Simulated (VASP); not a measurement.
Consider the following.

```
CELL_PARAMETERS angstrom
      0.00000     2.66032     2.67517
      2.67865     0.00000     2.67517
      2.67865     2.66032     0.00000
ATOMIC_POSITIONS crystal
  Cd 0.00000 0.00000 0.00000
  F  0.25000 0.25000 0.25000
  F  0.74567 0.75433 0.75433
```

The numbers are results of PBE GGA, VASP's PBE PAW potentials (set 64) (plane waves; VASP 6.6.1), not measurements. Run with 520 eV cut-off, 3×3×3 Γ-centred mesh, Gaussian smearing of 0.050 eV, potentials Cd F.

### Question
Give the force on each atom (eV/Å).

### Answer

| atom | Fx | Fy | Fz |
|---|---|---|---|
| Cd1 | 0.079 | 0.000 | 0.000 |
| F2 | 0.049 | 0.000 | 0.000 |
| F3 | -0.128 | 0.000 | 0.000 |

### Question
Give the stress tensor in GPa (positive for a compressed cell).

### Answer

```
 9.29   0.00   0.00
 0.00  10.03   0.34
 0.00   0.34   9.41
```
The pressure is its mean diagonal, 9.57 GPa.

The compound is CdF2 in the fluorite structure. The cell was not relaxed at this level, atoms are displaced from their ideal sites. The k-mesh is coarse (spacing up to 0.68 per Å, 2π included), so the numbers may not be converged in it. The run is one of a series of settings (KPOINTS 3×3×3 Γ-centred mesh against the base run), some of them coarse on purpose.
